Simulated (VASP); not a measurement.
All values below come from AM05 GGA, VASP's PBE PAW potentials (set 64) (plane waves; VASP 6.6.1).

VASP ran on this input.

File POSCAR:
```
KF
5.3754410
  0.0000000000   0.5000000231   0.5000000231
  0.5000000231   0.0000000000   0.5000000231
  0.5000000231   0.5000000231   0.0000000000
K F
1 1
direct
  0.0000000000   0.0000000000   0.0000000000
  0.5000000000   0.5000000000   0.5000000000
```

**KPOINTS**
```
Automatic
0
G
10 10 10
0 0 0
```

**INCAR**
```
! general
SYSTEM  =  KF
PREC    =  Accurate
ENCUT   =  520
LREAL   =  F
LASPH   =  T

! electronic loop
EDIFF   =  1E-7
NELM    =  100
ALGO    =  Normal

! smearing
ISMEAR  =  -5

! functional
GGA     =  AM

! ions
ISIF    =  2

! output
LWAVE   =  F
LCHARG  =  T
LORBIT  =  11
NEDOS   =  601
```

POTCAR, in this order: K_sv F (PBE.64 set). Program: vasp_std.

Problem. Predict the energy per atom (σ→0), band gap (on the k-mesh).

Solution. 
```json
{
 "energy per atom (σ→0)": "-4.116 eV/atom",
 "band gap (on the k-mesh)": "6.17 eV"
}
```

File OSZICAR:
```
...
DAV:   8    -0.822826915294E+01   -0.47525E-02   -0.62340E-02  1196   0.288E+00    0.219E-01
DAV:   9    -0.823082651033E+01   -0.25574E-02   -0.77372E-03  1488   0.743E-01    0.132E-01
DAV:  10    -0.823143184201E+01   -0.60533E-03   -0.91728E-04  1284   0.296E-01    0.772E-02
DAV:  11    -0.823177777459E+01   -0.34593E-03   -0.53218E-04  1176   0.185E-01    0.196E-02
DAV:  12    -0.823177202443E+01    0.57502E-05   -0.58989E-05  1436   0.680E-02    0.751E-03
DAV:  13    -0.823177309456E+01   -0.10701E-05   -0.91879E-06  1188   0.300E-02    0.324E-03
DAV:  14    -0.823177314545E+01   -0.50891E-07   -0.34839E-07  1396   0.709E-03
   1 F= -.82317731E+01 E0= -.82317731E+01  d E =0.000000E+00
```

The compound is KF in the rock salt structure. It was relaxed first.
